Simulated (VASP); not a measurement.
Data:

```
NiSb
1.0
    2.00912    -3.32165     0.00000
    2.00912     3.32165     0.00000
    0.00000     0.00000     5.12339
Ni Sb
2 2
Direct
  0.00000   0.00000   0.50000
  0.00000   0.00000   0.00000
  0.33333   0.66667   0.25000
  0.67971   0.34637   0.75000
```

Method: PBE GGA, VASP's PBE PAW potentials (set 64) (plane waves; VASP 6.6.1). Settings: 375 eV cut-off, 8×8×6 Γ-centred mesh, first-order Methfessel-Paxton smearing of 0.10 eV, potentials Ni Sb.

### Question
Give the force on each atom (eV/Å).

### Answer

```csv
atom,Fx,Fy,Fz
Ni1,0.157,0.011,-0.012
Ni2,0.157,0.011,0.012
Sb3,0.024,-0.332,0.000
Sb4,-0.338,0.309,0.000
```

### Question
Give the stress tensor in GPa (positive for a compressed cell).

### Answer

```
0.68  0.84  0.00
0.84  7.26  0.00
0.00  0.00  3.41
```
The pressure is its mean diagonal, 3.78 GPa.

The compound is NiSb in the NiAs type structure. The cell was not relaxed at this level, atoms are displaced from their ideal sites. The run is one of a series of settings (ENCUT = 375 against the base run), some of them coarse on purpose. The run is not spin-polarised, so no magnetic state was tried.
